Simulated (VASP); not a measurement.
Data:

```
CELL_PARAMETERS angstrom
     -2.06775     2.06775     2.06775
      2.06775    -2.06775     2.06775
      2.06775     2.06775    -2.06775
ATOMIC_POSITIONS crystal
  Na 0.00000 0.00000 0.00000
```

Method: vdW-DF2, VASP's PBE PAW potentials (set 64) (plane waves; VASP). Settings: 520 eV cut-off, Gaussian smearing of 0.050 eV, potentials Na_pv.

**Question.** Give the energies of bands 4 to 6 at the high-symmetry points, in eV from the Fermi level.

**Answer.** 
```csv
band,Γ,H,N,P
4,-3.44,4.69,0.80,2.80
5,11.95,4.69,1.13,2.80
6,11.95,4.99,8.43,2.80
```

It has no gap at this level: it comes out as a metal or semimetal.

The compound is Na in the bcc structure. It was relaxed first, which changed the volume by -9 %.
